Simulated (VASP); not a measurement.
```
CELL_PARAMETERS angstrom
      0.00000     3.32690     3.32690
      3.32690     0.00000     3.32690
      3.32690     3.32690     0.00000
ATOMIC_POSITIONS crystal
  Hg 0.00000 0.00000 0.00000
  Te 0.25000 0.25000 0.25000
```

All values below come from PBE GGA, VASP's PBE PAW potentials (set 64) (plane waves; VASP). Settings: 500 eV cut-off, 10×10×10 Γ-centred mesh, first-order Methfessel-Paxton smearing of 0.10 eV, potentials Hg Te.

Unless said otherwise, spin-orbit coupling is left out, though it shifts the bands of the heavy elements here.

**Question.** Estimate the energy per atom (σ→0), band gap (on the k-mesh) with the smallest direct gap where there is one.

**Answer.** 
- band gap (on the k-mesh) = none (metal, semimetal or under 0.01 eV)
- energy per atom (σ→0) = -176.2 kJ/mol of atoms

Only differences to runs with the same potentials and settings are physical.

The compound is HgTe in the zinc blende structure. It was relaxed first, which changed the volume by +9 %.
